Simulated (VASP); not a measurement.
A VASP calculation is set up with these files.

INCAR:
```
SYSTEM = BPO4
PREC = Accurate
ENCUT = 520
EDIFF = 1E-6
NELM = 100
ALGO = Normal
LREAL = .FALSE.
LASPH = .TRUE.
ISMEAR = 0
SIGMA = 0.05
GGA = PS
LWAVE = .FALSE.
LCHARG = .FALSE.
IBRION = 2
ISIF = 3
NSW = 60
EDIFFG = -0.02
```

**POSCAR**
```
BPO4
1
   -2.1927217081     2.1927216294     3.3424759969
    2.1927217081    -2.1927216294     3.3424759969
    2.1927216294     2.1927217081    -3.3424759969
B P O
1 1 4
Direct
  0.7500000000   0.2500000000   0.5000000000
  0.0000000000   0.0000000000   0.0000000000
  0.3859145537   0.2628452446   0.3950223749
  0.8678228697   0.9908921788   0.6049776251
  0.0091078212   0.6140854463   0.8769306909
  0.7371547554   0.1321771303   0.1230693091
```

**KPOINTS**
```
Automatic mesh
0
Gamma
7 7 7
0 0 0
```

POTCAR, in this order: B P O (PBE.64 set). Program: vasp_std.

### Question
Translate this PBEsol calculation to Quantum ESPRESSO's pw.x.

### Answer
One equivalent input (not run):
```
&CONTROL
  calculation = 'vc-relax'
  pseudo_dir = './pseudo'
  outdir = './out'
  tprnfor = .true.
  tstress = .true.
  nstep = 60
  forc_conv_thr = 0.00078
/
&SYSTEM
  ibrav = 0
  nat = 6
  ntyp = 3
  ecutwfc = 84
  occupations = 'smearing'
  smearing = 'gaussian'
  degauss = 0.003675
  input_dft = 'pbesol'
/
&ELECTRONS
  conv_thr = 7.3e-08
  electron_maxstep = 100
/
&IONS
/
&CELL
/
ATOMIC_SPECIES
  B 10.810 B.upf
  P 30.974 P.upf
  O 15.999 O.upf
CELL_PARAMETERS angstrom
    -2.1927217    2.1927216    3.3424760
     2.1927217   -2.1927216    3.3424760
     2.1927216    2.1927217   -3.3424760
ATOMIC_POSITIONS crystal
  B    0.7500000  0.2500000  0.5000000
  P    0.0000000  0.0000000  0.0000000
  O    0.3859146  0.2628452  0.3950224
  O    0.8678229  0.9908922  0.6049776
  O    0.0091078  0.6140854  0.8769307
  O    0.7371548  0.1321771  0.1230693
K_POINTS automatic
  7 7 7 0 0 0
```
Limits of the translation: the potentials are each code's own (VASP's PAW set, PseudoDojo norm-conserving files in pw.x), so ENCUT and ecutwfc are chosen apart and not converted; conv_thr bounds pw.x's estimated SCF error, while EDIFF bounds the energy change between steps; forc_conv_thr acts on force components and is met together with etot_conv_thr.

The compound is BPO4 in the sg82 structure. It was relaxed first. The start is the result of an earlier pass.
